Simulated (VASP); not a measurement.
The system is InSb.

```xyz
2
Lattice="0.0000 3.2391 3.2391 3.2391 0.0000 3.2391 3.2391 3.2391 0.0000" Properties=species:S:1:pos:R:3 pbc="T T T"
In    0.0000    0.0000    0.0000
Sb    1.6196    1.6196    1.6196
```

* Program: VASP 6.6.1
* Task: relaxation of cell and atoms
* Functional: PBE
* Potentials or basis: VASP PAW PBE potentials, release 64 (In_d, Sb)
* Cutoff: 350 eV
* k mesh: 8 × 8 × 8
* Occupations: gaussian, width 0.02 eV
* Spin: no spin polarisation

At the start: pressure 3.0 GPa; volume 33.98 Å³/atom.

Problem. How do energy, volume and symmetry change on relaxing?

Solution. Over 5 steps the energy falls by 19.9 meV/atom and the volume is 36.29 Å³/atom (+6.8 %); space group F-43m (No. 216, to 0.05 Å).

Step by step:
```csv
step,energy change (eV),largest force (eV/Å),pressure (GPa),volume (Å³)
1,0.0000,0.0000,2.96,67.97
2,-0.0351,0.0000,-0.85,74.33
3,-0.0399,0.0000,0.01,72.57
4,-0.0398,0.0000,-0.04,72.67
5,-0.0399,0.0000,0.00,72.58
```

Final structure:
```
In Sb
1.0
     0.00000    3.31082    3.31082
     3.31082    0.00000    3.31082
     3.31082    3.31082    0.00000
In Sb
1 1
Direct
  0.00000 0.00000 0.00000
  0.25000 0.25000 0.25000
```
